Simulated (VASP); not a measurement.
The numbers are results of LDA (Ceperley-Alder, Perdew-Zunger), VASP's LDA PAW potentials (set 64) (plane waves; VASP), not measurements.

The input files of a VASP run:

INCAR:
```
SYSTEM = Ir
PREC = Accurate; ENCUT = 500; LREAL = .FALSE.
LASPH = .TRUE.
EDIFF = 1E-6; NELM = 100; ALGO = Normal
LMAXMIX = 6
ISMEAR = 1; SIGMA = 0.1
IBRION = 2; NSW = 40; ISIF = 3
EDIFFG = -0.02; PSTRESS = 300
LWAVE = .FALSE.; LCHARG = .FALSE.
```

### KPOINTS
```
Regular mesh
0
gamma
  17 17 17
0 0 0
```

**POSCAR**
```
Ir
1
   -0.0000000000     1.8814445280     1.8814445280
    1.8814445280    -0.0000000000     1.8814445280
    1.8814445280     1.8814445280     0.0000000000
Ir
1
Direct
  0.0000000000   0.0000000000   0.0000000000
```

POTCAR, in this order: Ir (LDA.64 set). Program: vasp_std.

Output

**OSZICAR**
```
       N       E                     dE             d eps       ncg     rms          rms(c)
DAV:   1     0.411962488149E+02    0.41196E+02   -0.44778E+03  2720   0.101E+03
DAV:   2    -0.102619285312E+02   -0.51458E+02   -0.49132E+02  2648   0.205E+02
DAV:   3    -0.108795487787E+02   -0.61762E+00   -0.61689E+00  3944   0.307E+01
DAV:   4    -0.108830017868E+02   -0.34530E-02   -0.34527E-02  3232   0.165E+00
DAV:   5    -0.108830317857E+02   -0.29999E-04   -0.29999E-04  4088   0.100E-01    0.185E+01
DAV:   6    -0.104009502370E+02    0.48208E+00   -0.91167E-01  3120   0.137E+01    0.771E+00
DAV:   7    -0.102978907484E+02    0.10306E+00   -0.30853E-01  3544   0.731E+00    0.154E+00
DAV:   8    -0.102913637254E+02    0.65270E-02   -0.20780E-03  2952   0.748E-01    0.577E-01
DAV:   9    -0.102899588925E+02    0.14048E-02   -0.11382E-03  3520   0.602E-01    0.415E-02
DAV:  10    -0.102899548861E+02    0.40064E-05   -0.72824E-06  3664   0.328E-02    0.677E-03
DAV:  11    -0.102899549995E+02   -0.11347E-06   -0.27284E-07  2248   0.591E-03
   1 F= -.77958489E+01 E0= -.77957888E+01  d E =-.779585E+01
       N       E                     dE             d eps       ncg     rms          rms(c)
DAV:   1    -0.103765598308E+02   -0.86605E-01   -0.27840E+01  2912   0.921E+01    0.151E+01
DAV:   2    -0.983462309722E+01    0.54194E+00   -0.10611E+00  2984   0.160E+01    0.362E+00
DAV:   3    -0.974452530274E+01    0.90098E-01   -0.29854E-01  3288   0.787E+00    0.762E-01
DAV:   4    -0.974354496298E+01    0.98034E-03   -0.51687E-03  3696   0.581E-01    0.393E-01
DAV:   5    -0.974390705265E+01   -0.36209E-03   -0.14043E-03  3600   0.276E-01    0.182E-02
DAV:   6    -0.974394777305E+01   -0.40720E-04   -0.23748E-05  3552   0.405E-02    0.791E-03
DAV:   7    -0.974394874806E+01   -0.97501E-06   -0.11806E-06  2648   0.104E-02
   2 F= -.75381546E+01 E0= -.75381255E+01  d E =0.257694E+00
       N       E                     dE             d eps       ncg     rms          rms(c)
DAV:   1    -0.107224770697E+02   -0.97853E+00   -0.19897E+01  2896   0.785E+01    0.811E+00
DAV:   2    -0.103060602972E+02    0.41642E+00   -0.10066E+00  2920   0.145E+01    0.420E+00
DAV:   3    -0.102535783717E+02    0.52482E-01   -0.21861E-01  3368   0.626E+00    0.115E+00
DAV:   4    -0.102532054533E+02    0.37292E-03   -0.28679E-03  3504   0.650E-01    0.417E-01
DAV:   5    -0.102533607864E+02   -0.15533E-03   -0.42140E-04  3856   0.173E-01    0.807E-02
DAV:   6    -0.102533961647E+02   -0.35378E-04   -0.16300E-05  3512   0.268E-02    0.939E-03
DAV:   7    -0.102533965368E+02   -0.37218E-06   -0.41913E-07  2200   0.694E-03
   3 F= -.78037726E+01 E0= -.78037197E+01  d E =-.792369E-02
       N       E                     dE             d eps       ncg     rms          rms(c)
DAV:   1    -0.102513904952E+02    0.20057E-02   -0.13384E-03  2888   0.638E-01    0.725E-02
DAV:   2    -0.102513618176E+02    0.28678E-04   -0.67818E-05  3016   0.121E-01    0.247E-02
DAV:   3    -0.102513582292E+02    0.35884E-05   -0.15173E-05  3240   0.528E-02    0.548E-03
DAV:   4    -0.102513582424E+02   -0.13203E-07   -0.32762E-07  1432   0.600E-03
   4 F= -.78037934E+01 E0= -.78037408E+01  d E =-.794452E-02
```

**OUTCAR**
```
------------------------ aborting loop because EDIFF is reached ----------------------------------------
  FORCE on cell =-STRESS in cart. coord.  units (eV):
  Direction    XX          YY          ZZ          XY          YZ          ZX
  --------------------------------------------------------------------------------------
  Total        2.4408834      2.4408834      2.4408834      0.0000000      0.0000000      0.0000000
  in kB      299.1810506    299.1810506    299.1810506      0.0000000      0.0000000      0.0000000
  external PRESSURE =      -0.8189494 kB  Pullay stress =     300.0000000 kB
  volume of cell :       13.07
      direct lattice vectors                 reciprocal lattice vectors
     0.000000000  1.869668068  1.869668068    -0.267427148  0.267427148  0.267427148
     1.869668068 -0.000000000  1.869668068     0.267427148 -0.267427148  0.267427148
     1.869668068  1.869668068 -0.000000000     0.267427148  0.267427148 -0.267427148
 POSITION                                       TOTAL-FORCE (eV/Angst)
 -----------------------------------------------------------------------------------
      1.86967     -0.00000      1.86967         0.000000      0.000000      0.000000
 -----------------------------------------------------------------------------------
    total drift:                               -0.000000     -0.000000     -0.000000
  FREE ENERGIE OF THE ION-ELECTRON SYSTEM (eV)
  ---------------------------------------------------
  free  energy   TOTEN  =       -10.2513582424 eV

  energy  without entropy=      -10.2512004421  energy(sigma->0) =      -10.25130564
  enthalpy is  TOTEN    =        -7.8037934317 eV   P V=        2.4475648108

 reached required accuracy - stopping structural energy minimisation
```
(Selected blocks of OUTCAR.)

### CONTCAR
```
Ir
   1.00000000000000
     0.0000000000000000    1.8696680683299853    1.8696680683299853
     1.8696680683299856   -0.0000000000000000    1.8696680683299853
     1.8696680683299856    1.8696680683299853   -0.0000000000000000
  Ir
     1
Direct
     0.0000000000000000    1.0000000000000000    0.0000000000000000
```

**OUTCAR**
```
 val. band max:       11.5996510965   @ k =   0.4118   0.2941   0.0588

 cond. band min:      11.6401519853   @ k =   0.2941   0.1765   0.0000


 Fermi energy:        11.6176167284

 k-point     1 :       0.0000    0.0000    0.0000
  band No.  band energies     occupation
      1      -0.2127      2.00000
      2       7.3418      2.00000
      3       7.3418      2.00000
      4       7.3418      2.00000
      5      10.4263      2.00000
      6      10.4263      2.00000
      7      25.9120      0.00000
      8      31.9340      0.00000

 k-point     2 :       0.0588    0.0000    0.0000
  band No.  band energies     occupation
      1      -0.0445      2.00000
      2       7.2477      2.00000
      3       7.4171      2.00000
      4       7.4171      2.00000
      5      10.3741      2.00000
      6      10.3741      2.00000
      7      26.2144      0.00000
      8      31.0952      0.00000

 k-point     3 :       0.1176    0.0000    0.0000
  band No.  band energies     occupation
      1       0.4383      2.00000
      2       7.0139      2.00000
      3       7.6105      2.00000
      4       7.6105      2.00000
      5      10.2647      2.00000
      6      10.2647      2.00000
      7      27.0323      0.00000
      8      29.5223      0.00000

 k-point     4 :       0.1765    0.0000    0.0000
  band No.  band energies     occupation
      1       1.1580      2.00000
      2       6.7767      2.00000
      3       7.8117      2.00000
      4       7.8117      2.00000
      5      10.2414      2.00000
      6      10.2414      2.00000
      7      27.5620      0.00000
      8      28.4730      0.00000

 k-point     5 :       0.2353    0.0000    0.0000
  band No.  band energies     occupation
      1       1.9446      2.00000
      2       6.7571      2.00000
      3       7.8614      2.00000
      4       7.8614      2.00000
      5      10.4908      2.00000
      6      10.4908      2.00000
      7      26.1825      0.00000
...
```

Unless said otherwise, spin-orbit coupling is left out, though it shifts the bands of the heavy elements here.

The compound is Ir in the fcc structure. This run relaxes it under an external pressure of 30 GPa. Symmetry was kept, so distortions that lower it aren't found.
